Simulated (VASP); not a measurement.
An input for Ansatz (written as the equivalent of a VASP run, and not itself run):

Ansatz 0.2 input:
```yaml
crystal:
  lattice:
    - [0.0000000, 1.7725335, 1.7725335]
    - [1.7725335, 0.0000000, 1.7725335]
    - [1.7725335, 1.7725335, 0.0000000]
  atoms:
    - { symbol: C, position: [0.0000000, 0.0000000, 0.0000000] }
    - { symbol: C, position: [0.2500000, 0.2500000, 0.2500000] }
kpoints:
  mp_grid: { grid: [13, 13, 13] }
hamiltonian:
  xc: pbe
  pseudopotentials: { kind: paw }
scf:
  occupations: { method: gaussian, width: 0.05 }
  max_iter: 100
relax:
  max_steps: 40
  f_tol: 0.02
  cell: { p_target: 10 }
output: { forces: true, stress: true, eigenvalues: true }
```

Question: Translate this input to VASP (INCAR, KPOINTS, POSCAR, choice of POTCAR).

Answer: One answer among several that fit: 
File POSCAR:
```
C
1.0
  0.0000000000   1.7725334901   1.7725334901
  1.7725334901   0.0000000000   1.7725334901
  1.7725334901   1.7725334901   0.0000000000
C
2
Cart
  0.0000000000   0.0000000000   0.0000000000
  0.8862667451   0.8862667451   0.8862667451
```

### KPOINTS
```
Automatic mesh
0
Gamma
13 13 13
0 0 0
```

**INCAR**
```
ALGO=Normal
LWAVE=.FALSE.
LREAL=.FALSE.   # projection in real space or not
ISIF=3   # ions, shape and volume
EDIFF=1E-6   # SCF stop (eV)
SYSTEM=C
PSTRESS=100
LCHARG=.FALSE.
LASPH=.TRUE.   # aspherical one-centre terms
ENCUT=620   # plane-wave cut-off (eV)
EDIFFG=-0.02
PREC=Accurate
GGA=PE   # PBE
SIGMA=0.05   # width (eV)
NSW=40
NELM=100   # most electronic steps
ISMEAR=0   # Gaussian
IBRION=2
```

POTCAR, in this order: C (PBE.64 set). Program: vasp_std.

What does not carry over: each code has its own PAW files, so the cut-off isn't converted (ENCUT is set for VASP's; basis.ecutwfc is left out, and Ansatz then takes the one that its files recommend); Ansatz stops its SCF on the density residual and VASP on the energy change (EDIFF).

The compound is C in the diamond structure. It was relaxed first under an external pressure of 10 GPa.
